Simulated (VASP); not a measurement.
VASP input:

**POSCAR**
```
GeS
1
    4.5383531040    -0.0000000000     0.0000000000
   -2.2691765520     3.9303293492    -0.0000000000
   -0.0000000000     0.0000000000     5.5210168179
Ge S
2 2
Direct
  0.3333330000   0.6666670000   0.9615764323
  0.6666670000   0.3333330000   0.4615764323
  0.3333330000   0.6666670000   0.4134235677
  0.6666670000   0.3333330000   0.9134235677
```

**KPOINTS**
```
Automatic
0
G
  5 5 4
0 0 0
```

INCAR:
```
# general
SYSTEM  = GeS
PREC    = Accurate
ENCUT   = 400   # plane-wave cut-off (eV)
LREAL   = .FALSE.
LASPH   = .TRUE.

# electronic loop
EDIFF   = 1E-6
NELM    = 100   # most electronic steps
ALGO    = Normal
LMAXMIX = 4   # l cut-off of mixed one-centre charges

# smearing
ISMEAR  = 0
SIGMA   = 0.05

# functional
GGA     = PE

# ions
IBRION  = 2
NSW     = 60   # most ionic steps
ISIF    = 3   # ions, shape and volume
EDIFFG  = -0.02   # ionic stop

# output
LWAVE   = .FALSE.
LCHARG  = .FALSE.
```

POTCAR, in this order: Ge_d S (PBE.64 set). Program: vasp_std.

**Question.** Translate this PBE calculation to Quantum ESPRESSO's pw.x.

**Answer.** One equivalent input (not run):
```
&CONTROL
  calculation = 'vc-relax'
  pseudo_dir = './pseudo'
  outdir = './out'
  tprnfor = .true.
  tstress = .true.
  nstep = 60
  forc_conv_thr = 0.00078
/
&SYSTEM
  ibrav = 0
  nat = 4
  ntyp = 2
  ecutwfc = 78
  occupations = 'smearing'
  smearing = 'gaussian'
  degauss = 0.003675
  input_dft = 'pbe'
/
&ELECTRONS
  conv_thr = 7.3e-08
  electron_maxstep = 100
/
&IONS
/
&CELL
/
ATOMIC_SPECIES
  Ge 72.630 Ge.upf
  S 32.060 S.upf
CELL_PARAMETERS angstrom
     4.5383531   -0.0000000    0.0000000
    -2.2691766    3.9303293   -0.0000000
    -0.0000000    0.0000000    5.5210168
ATOMIC_POSITIONS crystal
  Ge   0.3333330  0.6666670  0.9615764
  Ge   0.6666670  0.3333330  0.4615764
  S    0.3333330  0.6666670  0.4134236
  S    0.6666670  0.3333330  0.9134236
K_POINTS automatic
  5 5 4 0 0 0
```
Limits of the translation: the potentials are each code's own (VASP's PAW set, PseudoDojo norm-conserving files in pw.x), so ENCUT and ecutwfc are chosen apart and not converted; conv_thr bounds pw.x's estimated SCF error, while EDIFF bounds the energy change between steps; forc_conv_thr acts on force components and is met together with etot_conv_thr.

The structure was generated: GeS was put into the wurtzite type (P6_3mc), which need not be its known phase. This run relaxes it. Symmetry was kept, so distortions that lower it aren't found. The start is the result of an earlier pass.
